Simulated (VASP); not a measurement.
Crystal: MgSn2N2.

```xyz
5
Lattice="4.9678 0.0000 0.0000 -2.4839 4.3023 0.0000 0.0000 0.0000 5.3220" Properties=species:S:1:pos:R:3 pbc="T T T"
Mg    0.0000    0.0000    2.6610
Sn    0.0000    2.8682    1.8280
Sn    2.4839    1.4341    3.4940
N     0.0000    0.0000    0.5680
N     0.0000    0.0000    4.7540
```

The cell was built by a generator and needn't be a form met in nature.

* Program: VASP 6.6.1
* Task: relaxation of cell and atoms
* Functional: PBE
* Potentials or basis: VASP PAW PBE potentials, release 64 (Mg, Sn_d, N)
* Cutoff: 520 eV
* k mesh: 8 × 8 × 6
* Occupations: gaussian, width 0.1 eV
* Spin: no spin polarisation

At the start: pressure 2.5 GPa; volume 22.75 Å³/atom.

Problem. How do energy, volume and symmetry change on relaxing?

Solution. Over 17 steps the energy falls by 11.1 meV/atom and the volume is 24.42 Å³/atom (+7.3 %); space group P-3m1 (No. 164, to 0.05 Å).

Step by step:
```
step  energy change (eV)  largest force (eV/Å)  pressure (GPa)  volume (Å³)
   1              0.0000                1.1373            2.45       113.75
   2              0.6352                7.9731           -5.21       119.57
   3             -0.0104                0.7690            1.12       114.36
   4             -0.0109                0.5197            1.30       114.26
   5             -0.0381                0.3982            0.30       118.01
   6             -0.0429                0.2935           -0.36       120.92
   7             -0.0087                3.0462            1.61       120.47
   8             -0.0438                0.1748           -0.10       120.86
   9             -0.0487                0.1287            0.03       120.46
  10             -0.0518                0.0516            0.33       119.77
  11             -0.0537                0.0374            0.24       120.49
  12             -0.0551                0.1037            0.12       121.57
  13             -0.0552                0.1320            0.07       121.93
  14             -0.0413                1.6169           -1.07       122.91
  15             -0.0553                0.0088            0.00       122.00
  16             -0.0553                0.0062           -0.02       122.03
  17             -0.0554                0.0030           -0.03       122.09
```

Final structure:
```xyz
5
Lattice="5.0395 0.0000 0.0000 -2.5197 4.3643 0.0000 0.0000 0.0000 5.5511" Properties=species:S:1:pos:R:3 pbc="T T T"
Mg    0.0000    0.0000    2.7756
Sn    0.0000    2.9095    1.9685
Sn    2.5197    1.4548    3.5827
N     0.0000    0.0000    0.5711
N     5.0395    0.0000    4.9801
```

Caveat: the standard files for N, O and F lose accuracy on very short bonds.
